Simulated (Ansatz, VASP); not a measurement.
ZnRe: VASP beside Ansatz

The input INCAR:

```
PREC     = Accurate       # precision mode
ENCUT    = 520            # plane-wave cutoff, eV
EDIFF    = 1E-6           # SCF threshold, eV
ISMEAR   = -1             # smearing method
SIGMA    = 0.05           # smearing width, eV
LREAL    = False          # projectors in reciprocal space
LASPH    = True           # aspherical terms in the spheres
NELM     = 80             # most SCF steps
ALGO     = Normal         # electronic algorithm
ISIF     = 2              # what is computed and relaxed
LWAVE    = False          # write WAVECAR
LCHARG   = False          # write CHGCAR
GGA      = PE             # functional
NBANDS   = 16             # bands
```

KPOINTS

```
regular mesh
0
Gamma
  9 9 5
```

POSCAR

```
ZnRe
1.0
    2.7482183437      0.0000000000      0.0000000000
   -1.3741091718      2.3800269008      0.0000000000
    0.0000000000      0.0000000000      4.4491253400
Re Zn
1 1
Direct
    0.3333333333      0.6666666667      0.5000000000
    0.0000000000      0.0000000000      0.0000000000
```

The input input.yaml:

```yaml
crystal:
  lattice:
    - [2.7482183437, 0.0, 0.0]
    - [-1.3741091718, 2.3800269008, 0.0]
    - [0.0, 0.0, 4.44912534]
  atoms:
    - { symbol: Re, position: [0.3333333333, 0.6666666667, 0.5] }
    - { symbol: Zn, position: [0.0, 0.0, 0.0] }
hamiltonian:
  xc: pbe
  pseudopotentials: { kind: paw }
kpoints:
  mp_grid: { grid: [9, 9, 5] }
  band_path:
    path:
      - [[0.0, 0.0, 0.0], [0.5, 0.0, 0.0], [0.3333333333, 0.3333333333, 0.0], [0.0, 0.0, 0.0], [0.0, 0.0, 0.5], [0.5, 0.0, 0.5], [0.3333333333, 0.3333333333, 0.5], [0.0, 0.0, 0.5]]
      - [[0.5, 0.0, 0.5], [0.5, 0.0, 0.0]]
      - [[0.3333333333, 0.3333333333, 0.0], [0.3333333333, 0.3333333333, 0.5]]
    npoints: 14
scf:
  occupations: { method: fermi_dirac, width: 0.05 }
  n_extra_bands: 6
output:
  forces: true
  stress: true
  eigenvalues: true
  fatbands: false
```

The cell comes from a database or a generator and needn't be the stable form of this composition.

Alike in both runs: functional PBE; k mesh 9 × 9 × 5; occupations fermi-dirac, width 0.05 eV; no spin polarisation.

|  | VASP | Ansatz |
| --- | --- | --- |
| version | VASP 6.6.1 | Ansatz 0.2.0 |
| potentials or method | VASP PAW PBE potentials, release 64 (Re, Zn) | Ansatz PAW |
| plane-wave cutoff (eV) | 520 | 420 |
| valence electrons in the cell | 19 | 27 |
| task | single point | band structure |

```tsv
	VASP	Ansatz	Ansatz less VASP
gap on the k mesh at the Fermi level (eV)	none	none	-
pressure (GPa)	0.6	0.6	-0.02
largest component of the traceless stress (GPa)	0.56	0.24	-0.321
```

A gap of «none» marks a metal or a gap that the smearing closes. With one functional, cell and mesh, what is left measures potentials, basis and numerics. The two sets of potentials don't hold the same shells in valence.

Caveats: spin-orbit coupling is left out, which moves the levels of the heavy elements (Ansatz). The runs have no spin-orbit coupling, so splittings on Re are missing.
